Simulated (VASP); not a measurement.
An input for Quantum ESPRESSO's pw.x (written as the equivalent of a VASP run, and not itself run):

```
&CONTROL
  calculation = 'scf'
  pseudo_dir = './pseudo'
  outdir = './out'
  tprnfor = .true.
  tstress = .true.
/
&SYSTEM
  ibrav = 0
  nat = 1
  ntyp = 1
  ecutwfc = 74
  occupations = 'smearing'
  smearing = 'methfessel-paxton'
  degauss = 0.00735
  input_dft = 'vdw-df2-b86r'
/
&ELECTRONS
  conv_thr = 7.3e-09
  electron_maxstep = 100
/
ATOMIC_SPECIES
  Li 6.940 Li.upf
CELL_PARAMETERS angstrom
    -1.7472329    1.7472329    1.7472329
     1.7472329   -1.7472329    1.7472329
     1.7472329    1.7472329   -1.7472329
ATOMIC_POSITIONS crystal
  Li   0.0000000  0.0000000  0.0000000
K_POINTS automatic
  15 15 15 0 0 0
```

Task: Write the VASP files for the same calculation (rev-vdW-DF2).

Result: One answer among several that fit: 
File KPOINTS:
```
Automatic mesh
0
Gamma
  15 15 15
0 0 0
```

### POSCAR
```
Li
1
   -1.7472328918     1.7472328918     1.7472328918
    1.7472328918    -1.7472328918     1.7472328918
    1.7472328918     1.7472328918    -1.7472328918
Li
1
Direct
  0.0000000000   0.0000000000   0.0000000000
```

**INCAR**
```
SYSTEM = Li
PREC = Accurate
ENCUT = 520
EDIFF = 1E-7
NELM = 100
ALGO = Normal
LREAL = .FALSE.
LASPH = .TRUE.
ISMEAR = 1
SIGMA = 0.1
GGA = MK
PARAM1 = 0.1234568
PARAM2 = 0.7114
ZAB_VDW = -1.8867
LUSE_VDW = .TRUE.
AGGAC = 0.0
LWAVE = .FALSE.
LCHARG = .FALSE.
ISIF = 2
```

POTCAR, in this order: Li_sv (PBE.64 set). Program: vasp_std.

Limits of the translation: the potentials are each code's own (VASP's PAW set, PseudoDojo norm-conserving files in pw.x), so ENCUT and ecutwfc are chosen apart and not converted; conv_thr bounds pw.x's estimated SCF error, while EDIFF bounds the energy change between steps.

The compound is Li in the bcc structure. This cell is one point of a volume scan, at 1.06 of the reference volume.
